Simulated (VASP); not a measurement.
These are PBEsol GGA, VASP's PBE PAW potentials (set 64) (plane waves; VASP 6.6.1) values and carry that method's errors.

VASP input:

KPOINTS:
```
Automatic mesh
0
Gamma
1 1 1
0 0 0
```

INCAR:
```
! general
SYSTEM  = Bi atom
PREC    = Normal
ENCUT   = 520
LREAL   = .False.
LASPH   = .True.
ISYM    = 0

! electronic loop
EDIFF   = 1E-6
NELM    = 200
ALGO    = All
LMAXMIX = 4

! smearing
ISMEAR  = 0
SIGMA   = 0.01

! functional
GGA     = PS

! spin
ISPIN   = 2
MAGMOM  = 3
NUPDOWN = 3

! output
LWAVE   = .False.
LCHARG  = .False.
LORBIT  = 10
```

### POSCAR
```
Bi atom
1
   12.0000000000     0.0000000000     0.0000000000
    0.0000000000    12.5000000000     0.0000000000
    0.0000000000     0.0000000000    13.0000000000
Bi
1
Direct
  0.0000000000   0.0000000000   0.0000000000
```

POTCAR, in this order: Bi_d (PBE.64 set). Program: vasp_gam. Read from the step before: WAVECAR.

Task: What will the output report for the number of irreducible k-points (NKPTS), largest plane-wave count, FFT grid (NGX, NGY, NGZ)?

Result: 
| Property | Result |
|---|---|
| number of irreducible k-points (NKPTS) | 1 |
| largest plane-wave count | 26244 |
| FFT grid (NGX, NGY, NGZ) | 70 × 70 × 80 |

The cell is a free atom in a box.
